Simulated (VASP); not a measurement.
Input:

```yaml
crystal:
  lattice:
    - [0.00000, 2.46416, 2.46416]
    - [2.46416, 0.00000, 2.46416]
    - [2.46416, 2.46416, 0.00000]
  atoms:
    - { symbol: Y, position: [0.00000, 0.00000, 0.00000] }
    - { symbol: N, position: [0.50000, 0.50000, 0.50000] }
```

These are optB86b-vdW, VASP's PBE PAW potentials (set 64) (plane waves; VASP) values and carry that method's errors. Settings: 520 eV cut-off, 9×9×9 Γ-centred mesh, Gaussian smearing of 0.050 eV, potentials Y_sv N.

**Question.** Give the stress tensor in GPa (positive for a compressed cell).

**Answer.** 
```
-4.70   0.00   0.00
 0.00  -4.70   0.00
 0.00   0.00  -4.70
```
The pressure is its mean diagonal, -4.70 GPa.

The compound is YN in the rock salt structure. This cell is one point of a volume scan, at 1.03 of the reference volume.
